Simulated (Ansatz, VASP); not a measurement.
# Te2Mo: VASP beside Ansatz

Wanted: the spread between two codes on one cell, functional and k mesh. The structure shown is the start of the Ansatz relaxation below; VASP solves that cell, so the two are compared at the walk's first step.

Main program and level: Ansatz 0.2.0; plane waves, with VASP 6.6.1 beside it; single point at r2SCAN with D3(BJ).

## Step 1: The structure

The cell holds 9 atoms: 6 Te and 3 Mo. Its edges and angles: a = 3.518 Å, b = 3.518 Å, c = 33.579 Å, α = 90.0°, β = 90.0°, γ = 120.0°. It derives from Te2Mo. Vacuum lies along c.

## Step 2: Ansatz: relaxation, r2SCAN with D3(BJ)

Ansatz runs on its default PAW (the set named soft_2) files.

The two programs are compared at the cell with which this relaxation starts, whose forces are those of its first step.

input.yaml reads:

```yaml
crystal:
  lattice:
    - [3.5182, 0.0, 0.0]
    - [-1.7591, 3.046850576, 0.0]
    - [0.0, 0.0, 33.5787888]
  atoms:
    - { symbol: Te, position: [0.666666667, 0.333333333, 0.761754361] }
    - { symbol: Mo, position: [0.333333333, 0.666666667, 0.708071829] }
    - { symbol: Te, position: [0.666666667, 0.333333333, 0.654389297] }
    - { symbol: Te, position: [0.333333333, 0.666666667, 0.553682532] }
    - { symbol: Mo, position: [0.666666667, 0.333333333, 0.5] }
    - { symbol: Te, position: [0.333333333, 0.666666667, 0.446317468] }
    - { symbol: Te, position: [0.666666667, 0.333333333, 0.345610703] }
    - { symbol: Mo, position: [0.333333333, 0.666666667, 0.291928171] }
    - { symbol: Te, position: [0.666666667, 0.333333333, 0.238245639] }
kpoints:
  mp_grid: { grid: [12, 12, 1] }
scf:
  occupations: { method: fermi_dirac, width: 0.02 }
  n_extra_bands: 8
hamiltonian:
  xc: r2scan
  pseudopotentials: { kind: paw }
  dispersion: d3bj
output:
  forces: true
  write_potential: true
  volumetric_format: []
relax:
  f_tol: 0.01
  max_steps: 40
  cell: { fix: [c, alpha, beta] }
```

On the command line:

```
ansatz run input.yaml --threads 4 --pin off --max-ram 8192MiB --backend cpu --events-out ev --progress --plain --runs-dir out
```

Numbers of over 12 decimals in the logs are rounded to 6 here.

Log:

```text
Warning: the engine holds no damping parameters fitted to this dispersion correction and functional, so the run takes those fitted to r2scan beside the three-body term, which d3bj leaves out (hamiltonian.dispersion, under Limitations)
scf.n_extra_bands = 8 over 69 filled bands (N_el = 138.0): the run solves 77 bands
Engine: ansatz 0.2.0, x86_64-unknown-linux-gnu
Pseudopotentials: kind: paw
Pseudopotential: Te, paw, valence charge 16, recommended cutoff 500 eV (meta_gga), Te.paw.azcp
Pseudopotential: Mo, paw, valence charge 14, recommended cutoff 500 eV (meta_gga), Mo.paw.azcp
Functional definition: r2SCAN
  parameter k0 = 0.174
  parameter k1 = 0.065
  parameter a1 = 4.9479
  exchange = r2scan_x(k0 = k0, k1 = k1, a1 = a1)
  correlation = r2scan_c
Crystal: 9 atoms, lattice volume = 359.945 Å³
Basis set: ecut = 500 eV, 9087 PW (Γ), exchange–correlation on 108×108×1000 points (64 copies of the dense FFT grid, shifted against one another)
Bands: 77, of which v1, the nominal top of the filled ones, is band 69 counted from 1 (68 counted from 0)
Symmetry: 12 space group operations
Space group: P-6m2 (ITA 187), of the structure as read, at distance tolerance 7.1e-5 Å
k-points: 19 of 144 (time reversal used)
Non-local potential: Te, projectors of the file, l = 0: 2, l = 1: 2, l = 2: 2, l = 3: 2
Non-local potential: Mo, projectors of the file, l = 0: 3, l = 1: 2, l = 2: 2, l = 3: 1
PAW form: soft (Blöchl's): semilocal exchange-correlation on the pseudo side does not see the compensation charge
PAW frozen core: Te, regenerated for the run's functional (the file was generated under x = pbe(κ = 0.804, μ = 0.219515), c = pbe(β = 0.066725))
PAW frozen core: Mo, regenerated for the run's functional (the file was generated under x = pbe(κ = 0.804, μ = 0.219515), c = pbe(β = 0.066725))
PAW one-centre angular grid: Te, 590 points (default); XC on 160 Gauss nodes
PAW one-centre angular grid: Mo, 590 points (default); XC on 160 Gauss nodes
Initial density: superposition of atomic densities (neutral atoms: chi_scale 0, normalization atom), corrected by the library's trained network
Initial wavefunctions: pseudopotential atomic-orbital guess
Functional: x = r2scan, c = r2scan; τ floored in thin density (d = 2e-4 eV/Å³)
SCF iter   1: F=—  HF=-56876.205145 eV  |F-HF|=—  |Δ(HF+E_count)|=         —  Δρ=6.63e-3  dr2=3.54e-1  dr2_τ=5.77e-2  ethr=1.77e-3  ⟨swp⟩=8.0  Hψ=5957  notcnv=0
preconditioner: auto → Resta (q_TF=auto, 2.325 Å⁻¹)  ε∞=5.6  [insulator: Δε(μ)=0.991 eV  Ē_g=6.716 eV  σ=0.020 eV  W_gap=1.00  n_scr=90 (ndim 8)  ℏωp=14.4 eV  f_vac=0.377  D(μ)=0.00/eV (n_scr^D=0)  ε∞_Penn≈5.6  vacuum switching on, ρ_ref=3.3e-3 e/Å³]
SCF iter   2: F=—  HF=-56876.288157 eV  |F-HF|=—  |Δ(HF+E_count)|=   8.30e-2  Δρ=3.90e-3  dr2=9.26e-2  dr2_τ=1.84e-2  ethr=2.56e-4  ⟨swp⟩=3.0  Hψ=2420  notcnv=0  defer=35
SCF iter   3: F=—  HF=-56876.285724 eV  |F-HF|=—  |Δ(HF+E_count)|=   2.43e-3  Δρ=2.19e-3  dr2=7.61e-3  dr2_τ=5.61e-4  ethr=6.71e-5  ⟨swp⟩=2.7  Hψ=1985  notcnv=0  defer=35
SCF iter   4: F=—  HF=-56876.294826 eV  |F-HF|=—  |Δ(HF+E_count)|=   9.10e-3  Δρ=7.13e-4  dr2=5.43e-3  dr2_τ=2.50e-4  ethr=5.51e-6  ⟨swp⟩=3.0  Hψ=2439  notcnv=0  defer=35
SCF iter   5: F=—  HF=-56876.294839 eV  |F-HF|=—  |Δ(HF+E_count)|=   1.35e-5  Δρ=1.95e-4  dr2=2.65e-4  dr2_τ=9.04e-6  ethr=3.93e-6  ⟨swp⟩=2.0  Hψ=1771  notcnv=0  defer=35
SCF iter   6: F=—  HF=-56876.294881 eV  |F-HF|=—  |Δ(HF+E_count)|=   4.16e-5  Δρ=5.73e-5  dr2=2.13e-5  dr2_τ=1.35e-6  ethr=1.92e-7  ⟨swp⟩=2.0  Hψ=1918  notcnv=0  defer=35
SCF iter   7: F=—  HF=-56876.294810 eV  |F-HF|=—  |Δ(HF+E_count)|=   7.10e-5  Δρ=3.93e-5  dr2=1.68e-5  dr2_τ=1.20e-6  ethr=1.54e-8  ⟨swp⟩=2.1  Hψ=2135  notcnv=0  defer=35
SCF iter   8: F=—  HF=-56876.294810 eV  |F-HF|=—  |Δ(HF+E_count)|=   3.21e-7  Δρ=1.03e-5  dr2=4.83e-7  dr2_τ=2.83e-8  ethr=1.22e-8  ⟨swp⟩=2.0  Hψ=1785  notcnv=0  defer=35
SCF iter   9: F=—  HF=-56876.294811 eV  |F-HF|=—  |Δ(HF+E_count)|=   8.12e-7  Δρ=4.38e-6  dr2=1.93e-7  dr2_τ=1.42e-8  ethr=7.25e-11  ⟨swp⟩=11.0  Hψ=10630  notcnv=0
SCF iter  10: F=-56876.294811 eV  HF=-56876.294811 eV  |F-HF|=2.32e-8  |Δ(HF+E_count)|=   1.20e-7  Δρ=1.21e-6  dr2=2.22e-8  dr2_τ=2.57e-10  ethr=7.25e-11  ⟨swp⟩=10.2  Hψ=9814  notcnv=0
SCF 1 converged in 10 iterations: F = -56876.294811 eV  dr2 = 2.22e-8
  greatest PAW one-centre occupation: 0.997 electrons in one spin orbital (limit 2), on the Te atom at site 6 (counted from 0), in its partial waves of l = 2
relax step   1: F+E_penalty+E_count = -56876.29481095 eV  Δ(F+E_penalty+E_count) = +0.000e0 eV  max|allowed force component| = 7.165e-2 eV/Å  Δτ_max = 0.0000 Å  P = +0.380 GPa  Ω = 359.945 Å³  fix = [c, alpha, beta]  reactions: c +0.052 GPa  (10 SCF iters, dr2 threshold 1.00e-7 eV, accepted)
Crystal: 9 atoms, lattice volume = 375.244 Å³
[...]
WARN: The output density's exchange-correlation potential varies sharply where the density is thin. Do not read a vacuum level from v_tot or v_xc, or from such a field of the output density. On a cell that repeats whose density bears no net charge and no dipole along the vacuum's axis use v_es (v_loc + v_h of the components); under efield.dipole_correction with no amplitude use v_es + v_field, which holds any externa [...]
dispersion: the relaxed geometry stands within reach of a switch of an atom's C6, across which e_disp changes (each atom's share, over what another start of this relaxation can change, counted as every distance, over a cell that relax.cell.fix or crystal.periodic holds in part: site 1 (Mo), some 0.08 eV, crossed with farther neighbours; site 4 (Mo), some 0.09 eV, crossed with farther neighbours; site 7 (Mo), some 0.08 eV, crossed with farther neighbours; some 0.26 eV in sum): a start on the other side of the switch can end at another minimum, lower or higher, and the walk did not compare the two: [rest of the remark cut]
SCF converged after 10 iterations
Free energy (F): -56876.306117 eV
Harris-Foulkes:  -56876.306117 eV  (|F-HF|=2.40e-10)
Internal energy: -56876.306117 eV  (E = F + TS)
E sigma→0 (E₀):  -56876.306117 eV
Fermi energy:    6.231206 eV
--- Per-component energies (eV) ---
  E_band       = -2737.943207
  E_kinetic    = 2408.469537
  E_local      = -142584.380014  (includes V_loc(G=0)·N_el)
  E_nonlocal   = -1430.342457
  E_hartree    = 71501.792399
  E_xc         = -1227.973628
  E_vxc        = -1440.282645  (∫ρ·V_xc dr)
  E_paw        = -37773.600224  (= ΣΔE_a)
  E_vpaw       = -2786.746674  (= ΣTr[D̂ρ^β])
  E_aug_tail   = -0.000230  (compensation charges beyond the density's cutoff)
  E_vtau       = 91.754327  (kinetic-family band-sum trace: ∫τ·v_τ [+ j·A + Jᵃ·Aᵃ] dr)
  E_ewald      = 52230.632735
  E_disp       = -1.949756  (pairwise vdW)
  E_core_change = 1.045522  (= ΣΔE_core)
  E_smearing   = -0.000000  (= −TS)
  E_closure    = -0.000000  (closes the sum)
  Σ components = -56876.306117   (vs F -56876.306117, Δ=0.00e0)
--- Forces (eV/Å), atoms counted from 1 ---
  atom   1  Te     0.00000000    -0.00000000    -0.00020296
  atom   2  Mo    -0.00000000     0.00000000     0.00109096
  atom   3  Te    -0.00000000    -0.00000000    -0.00179031
  atom   4  Te    -0.00000000     0.00000000     0.00136989
  atom   5  Mo     0.00000000    -0.00000000    -0.00000000
  atom   6  Te    -0.00000000     0.00000000    -0.00136989
  atom   7  Te     0.00000000    -0.00000000     0.00179031
  atom   8  Mo    -0.00000000     0.00000000    -0.00109096
  atom   9  Te     0.00000000    -0.00000000     0.00020296
  max |Σ_I F_I| component: 1.39e-17 eV/Å
--- Stress (GPa, compression-positive) ---
        0.003381       0.000000       0.000000
        0.000000       0.003381      -0.000000
        0.000000      -0.000000      -0.014514
  P = ⅓ Tr σ = -0.0026 GPa (-0.026 kbar)
--- Band table (eV; the first three rows and the last of 19) ---
  k-point 0: bands = [... 65 lower, 4.6386, 4.9582, 5.5688, 5.7314, 8.7737, 8.7737, 8.8190, 8.8190, ... 4 higher]
  k-point 1: bands = [... 65 lower, 4.8981, 4.9909, 5.5871, 5.6559, 8.4381, 8.4668, 8.5042, 8.6145, ... 4 higher]
  k-point 2: bands = [... 65 lower, 4.9069, 4.9576, 5.3387, 5.3638, 7.7355, 7.8140, 7.9131, 7.9919, ... 4 higher]
  k-point 18: bands = [... 65 lower, 3.7761, 5.5284, 5.6023, 5.6713, 6.7861, 6.7919, 6.7943, 7.2914, ... 4 higher]
--- Relaxed structure (4 steps of the walk, 3 accepted, 1 SCFs on fresh bases) ---
  F+E_penalty+E_count = -56876.30611655 eV   max|allowed force component| = 1.790e-3 eV/Å   (the final SCF, on the basis selected at the relaxed cell)
  cell:  # Å, volume = 363.9447 Å³
    - [3.537691, 0, 0]
    - [-1.768845, 3.063730, 0]
    - [0, 0, 33.5787888]
  atoms:
    - { symbol: Te, position: [0.666667, 0.333333, 0.763662] }
    - { symbol: Mo, position: [0.333333, 0.666667, 0.710247] }
    - { symbol: Te, position: [0.666667, 0.333333, 0.656794] }
    - { symbol: Te, position: [0.333333, 0.666667, 0.553407] }
    - { symbol: Mo, position: [0.666667, 0.333333, 0.5] }
    - { symbol: Te, position: [0.333333, 0.666667, 0.446593] }
    - { symbol: Te, position: [0.666667, 0.333333, 0.343206] }
    - { symbol: Mo, position: [0.333333, 0.666667, 0.289753] }
    - { symbol: Te, position: [0.666667, 0.333333, 0.236338] }
```

[end of part 1 of 2]

[Lines on the potential files, build, host, timing and source positions are cut from VASP's logs without a mark.]

[Logs are printed without paths, hosts, clocks, repeated set-up lines and the standing remarks that a program may print on its own settings, such as how far it seeks lower states.]

[Hosts, paths, dates, database ids (printed as entryN), source tags and the programs' standing remarks are cut or masked in the printed files.]
